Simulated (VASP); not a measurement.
All values below come from r2SCAN+rVV10, VASP's PBE PAW potentials (set 64) (plane waves; VASP 6.6.1).

VASP input:

**INCAR**
```
SYSTEM = CoSi2
PREC = Accurate; ENCUT = 400; LREAL = .FALSE.
LASPH = .TRUE.
EDIFF = 1E-7; NELM = 100; ALGO = Normal
LMAXMIX = 4; LMIXTAU = .TRUE.
ISMEAR = -5
METAGGA = R2SCAN; LUSE_VDW = .TRUE.; BPARAM = 11.95
CPARAM = 0.0093
ISIF = 2
LWAVE = .FALSE.; LCHARG = .FALSE.; LORBIT = 11
NEDOS = 601
LEFG = .TRUE.
```

### POSCAR
```
CoSi2
1
   -0.0000000000     2.6528117878     2.6528117878
    2.6528117878    -0.0000000000     2.6528117878
    2.6528117878     2.6528117878    -0.0000000000
Co Si
1 2
Direct
  0.0000000000   0.0000000000   0.0000000000
  0.2500000000   0.2500000000   0.2500000000
  0.7500000000   0.7500000000   0.7500000000
```

**KPOINTS_OPT**
```
k-points along high-symmetry lines
10
Line-mode
Reciprocal
  0.000000   0.000000   0.000000 ! GAMMA
  0.500000   0.000000   0.500000 ! X

  0.500000   0.000000   0.500000 ! X
  0.625000   0.250000   0.625000 ! U

  0.375000   0.375000   0.750000 ! K
  0.000000   0.000000   0.000000 ! GAMMA

  0.000000   0.000000   0.000000 ! GAMMA
  0.500000   0.500000   0.500000 ! L

  0.500000   0.500000   0.500000 ! L
  0.500000   0.250000   0.750000 ! W

  0.500000   0.250000   0.750000 ! W
  0.500000   0.000000   0.500000 ! X
```

File KPOINTS:
```
Automatic mesh
0
Gamma
11 11 11
0 0 0
```

POTCAR, in this order: Co Si (PBE.64 set). Program: vasp_std.

Output of the run:

**OUTCAR**
```
 ion  position               nearest neighbor table
   1  0.000  0.000  0.000-   3 2.30   3 2.30   3 2.30   2 2.30   3 2.30   2 2.30   2 2.30   2 2.30
  LATTYP: Found a face centered cubic cell.
 ALAT       =     5.3056235756
 Subroutine PRICEL returns:
 Original cell was already a primitive cell.
 Subroutine GETGRP returns: Found 48 space group operations
The static configuration has the point symmetry O_h .
The dynamic configuration has the point symmetry O_h .
 Subroutine INISYM returns: Found 48 space group operations
 Subroutine IBZKPT returns following result:
 Found     56 irreducible k-points:

 Following reciprocal coordinates:
            Coordinates               Weight
  0.000000  0.000000  0.000000      1.000000
  0.090909  0.000000  0.000000      8.000000
  0.181818  0.000000  0.000000      8.000000
  0.272727  0.000000  0.000000      8.000000
  0.363636  0.000000  0.000000      8.000000
  0.454545  0.000000  0.000000      8.000000
  0.090909  0.090909  0.000000      6.000000
  0.181818  0.090909  0.000000     24.000000
  0.272727  0.090909  0.000000     24.000000
  0.363636  0.090909  0.000000     24.000000
  0.454545  0.090909  0.000000     24.000000
 -0.454545  0.090909  0.000000     24.000000
 -0.363636  0.090909  0.000000     24.000000
 -0.272727  0.090909  0.000000     24.000000
 -0.181818  0.090909  0.000000     24.000000
 -0.090909  0.090909  0.000000     12.000000
  0.181818  0.181818  0.000000      6.000000
  0.272727  0.181818  0.000000     24.000000
  0.363636  0.181818  0.000000     24.000000
  0.454545  0.181818  0.000000     24.000000
 -0.454545  0.181818  0.000000     24.000000
 -0.363636  0.181818  0.000000     24.000000
 -0.272727  0.181818  0.000000     24.000000
 -0.181818  0.181818  0.000000     12.000000
  0.272727  0.272727  0.000000      6.000000
  0.363636  0.272727  0.000000     24.000000
  0.454545  0.272727  0.000000     24.000000
 -0.454545  0.272727  0.000000     24.000000
 -0.363636  0.272727  0.000000     24.000000
 -0.272727  0.272727  0.000000     12.000000
  0.363636  0.363636  0.000000      6.000000
  0.454545  0.363636  0.000000     24.000000
 -0.454545  0.363636  0.000000     24.000000
 -0.363636  0.363636  0.000000     12.000000
  0.454545  0.454545  0.000000      6.000000
 -0.454545  0.454545  0.000000     12.000000
  0.272727  0.181818  0.090909     24.000000
  0.363636  0.181818  0.090909     48.000000
  0.454545  0.181818  0.090909     48.000000
 -0.454545  0.181818  0.090909     48.000000
   k-points           NKPTS =     56   k-points in BZ     NKDIM =     56   number of bands    NBANDS=     12
   number of dos      NEDOS =    601   number of ions     NIONS =      3
   total plane-waves  NPLWV =  13824
   dimension x,y,z NGX =    24 NGY =   24 NGZ =   24
   dimension x,y,z NGXF=    48 NGYF=   48 NGZF=   48
   ions per type =               1   2
   PREC   = accura    normal or accurate (medium, high low for compatibility)
   ISTART =      0    job   : 0-new  1-cont  2-samecut
   ICHARG =      2    charge: 1-file 2-atom 10-const
   ISPIN  =      1    spin polarized calculation?
   LNONCOLLINEAR =      F non collinear calculations
   LSORBIT =      F    spin-orbit coupling
   INIWAV =      1    electr: 0-lowe 1-rand  2-diag
   ENCUT  =  400.0 eV  29.40 Ry    5.42 a.u.   6.12  6.12  6.12*2*pi/ulx,y,z
   NELM   =    100;   NELMIN=  2; NELMDL= -5     # of ELM steps
   EDIFF  = 0.1E-06   stopping-criterion for ELM
   LREAL  =      F    real-space projection
   NLSPLINE    = F    spline interpolate recip. space projectors
   LMAXMIX     =    4 max onsite mixed and CHGCAR
   VOSKOWN=      0    Vosko Wilk Nusair interpolation
...
```

File OSZICAR:
```
       N       E                     dE             d eps       ncg     rms          rms(c)
DAV:   1     0.502178164613E+02    0.50218E+02   -0.61746E+03  1368   0.113E+03
DAV:   2    -0.317662202611E+02   -0.81984E+02   -0.76260E+02  1348   0.241E+02
DAV:   3    -0.354438020111E+02   -0.36776E+01   -0.35322E+01  1728   0.614E+01
DAV:   4    -0.355236802041E+02   -0.79878E-01   -0.79790E-01  1644   0.865E+00
DAV:   5    -0.355262219400E+02   -0.25417E-02   -0.25447E-02  1720   0.162E+00    0.163E+01
DAV:   6    -0.368400549438E+02   -0.13138E+01   -0.46168E+01  1568   0.152E+02    0.184E+01
DAV:   7    -0.316828360784E+02    0.51572E+01   -0.16495E+01  1720   0.109E+02    0.461E+00
DAV:   8    -0.317434511505E+02   -0.60615E-01   -0.14672E+00  2056   0.161E+01    0.334E+00
DAV:   9    -0.317083084433E+02    0.35143E-01   -0.33383E-01  1684   0.133E+01    0.669E-01
DAV:  10    -0.317142428609E+02   -0.59344E-02   -0.11717E-02  1456   0.103E+00    0.509E-01
DAV:  11    -0.317119458624E+02    0.22970E-02   -0.69185E-03  1796   0.173E+00    0.788E-02
DAV:  12    -0.317128226663E+02   -0.87680E-03   -0.16779E-03  1612   0.637E-01    0.489E-02
DAV:  13    -0.317130445707E+02   -0.22190E-03   -0.25750E-04  1648   0.245E-01    0.175E-02
DAV:  14    -0.317130328775E+02    0.11693E-04   -0.24481E-05  1688   0.815E-02    0.554E-03
DAV:  15    -0.317130475073E+02   -0.14630E-04   -0.21436E-06  1564   0.180E-02    0.393E-03
DAV:  16    -0.317130421883E+02    0.53191E-05   -0.79244E-07  1712   0.170E-02    0.576E-04
DAV:  17    -0.317130442487E+02   -0.20604E-05   -0.19937E-07   916   0.931E-03    0.107E-03
DAV:  18    -0.317130426713E+02    0.15774E-05   -0.13340E-07   768   0.751E-03    0.269E-04
DAV:  19    -0.317130433691E+02   -0.69778E-06   -0.76484E-09   756   0.136E-03    0.927E-05
DAV:  20    -0.317130433727E+02   -0.36075E-08   -0.18378E-09   760   0.465E-04
   1 F= -.31713043E+02 E0= -.31713043E+02  d E =0.000000E+00
       N       E                     dE             ncg
       N       E                     dE             ncg
```

### OUTCAR
```
------------------------ aborting loop because EDIFF is reached ----------------------------------------
  FORCE on cell =-STRESS in cart. coord.  units (eV):
  Direction    XX          YY          ZZ          XY          YZ          ZX
  --------------------------------------------------------------------------------------
  Total       -0.0177533     -0.0177533     -0.0177533      0.0000000      0.0000000     -0.0000000
  in kB       -0.7617975     -0.7617975     -0.7617975      0.0000000      0.0000000     -0.0000000
  external PRESSURE =      -0.7617975 kB  Pullay stress =       0.0000000 kB
  volume of cell :       37.34
      direct lattice vectors                 reciprocal lattice vectors
     0.000000000  2.652811788  2.652811788    -0.188479259  0.188479259  0.188479259
     2.652811788  0.000000000  2.652811788     0.188479259 -0.188479259  0.188479259
     2.652811788  2.652811788  0.000000000     0.188479259  0.188479259 -0.188479259
 POSITION                                       TOTAL-FORCE (eV/Angst)
 -----------------------------------------------------------------------------------
      0.00000      0.00000      0.00000         0.000000      0.000000      0.000000
      1.32641      1.32641      1.32641        -0.000000      0.000000      0.000000
      3.97922      3.97922      3.97922        -0.000000     -0.000000     -0.000000
 -----------------------------------------------------------------------------------
    total drift:                               -0.000000      0.000000      0.000000
  FREE ENERGIE OF THE ION-ELECTRON SYSTEM (eV)
  ---------------------------------------------------
  free  energy   TOTEN  =       -31.7130433727 eV

  energy  without entropy=      -31.7130433727  energy(sigma->0) =      -31.71304337

 total charge

# of ion       s       p       d       tot
------------------------------------------
    1        0.578   0.795   7.620   8.993
    2        0.707   0.906   0.000   1.613
    3        0.707   0.906   0.000   1.613
--------------------------------------------------
tot          1.992   2.607   7.620  12.218
```
(Selected blocks of OUTCAR.)

For a metal the tetrahedron method with Blöchl corrections gives inexact stress and forces.

The structure comes from a measured CoSi2 entry (Fm-3m) of the Crystallography Open Database, whose conditions weren't checked. It was relaxed first. The run is not spin-polarised, so no magnetic state was tried. The electron count is odd and the run is not spin-polarised, which forces a metal.
